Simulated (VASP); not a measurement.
The input files of a VASP run:

### KPOINTS
```
Automatic mesh
0
Gamma
6 6 6
0 0 0
```

### INCAR
```
SYSTEM  =  SrCl2
PREC  =  Accurate; ENCUT  =  520; LREAL  =  F
LASPH  =  T
EDIFF  =  1E-7; NELM  =  100; ALGO  =  Normal
LMAXMIX  =  4
ISMEAR  =  -5
GGA  =  PE; IVDW  =  13
ISIF  =  2
LWAVE  =  F; LCHARG  =  T; LORBIT  =  11
NEDOS  =  601
LEFG  =  T
```

POSCAR:
```
SrCl2
3.490
  0.0000000000   1.0000000000   1.0000000000
  1.0000000000   0.0000000000   1.0000000000
  1.0000000000   1.0000000000   0.0000000000
Sr Cl
1 2
Cart
  0.0000000000   0.0000000000   0.0000000000
  0.5000000000   0.5000000000   0.5000000000
  1.5000000000   1.5000000000   1.5000000000
```

POTCAR, in this order: Sr_sv Cl (PBE.64 set). Program: vasp_std.

Question: Translate this PBE-D4 calculation to Ansatz.

Answer: One equivalent input (not run):
Ansatz 0.2 input:
```yaml
crystal:
  lattice:
    - [0.0000000, 3.4900000, 3.4900000]
    - [3.4900000, 0.0000000, 3.4900000]
    - [3.4900000, 3.4900000, 0.0000000]
  atoms:
    - { symbol: Sr, position: [0.0000000, 0.0000000, 0.0000000] }
    - { symbol: Cl, position: [0.2500000, 0.2500000, 0.2500000] }
    - { symbol: Cl, position: [0.7500000, 0.7500000, 0.7500000] }
kpoints:
  mp_grid: { grid: [6, 6, 6] }
hamiltonian:
  xc: pbe
  dispersion: d4
  pseudopotentials: { kind: paw }
scf:
  occupations: { method: tetrahedron }
  max_iter: 100
output: { forces: true, stress: true, eigenvalues: true }
```
Limits of the translation: each code has its own PAW files, so the cut-off isn't converted (ENCUT is set for VASP's; basis.ecutwfc is left out, and Ansatz then takes the one that its files recommend); Ansatz stops its SCF on the density residual and VASP on the energy change (EDIFF); the field gradients of LEFG aren't asked of the other code.

The compound is SrCl2 in the fluorite structure. The cell was not relaxed at this level.
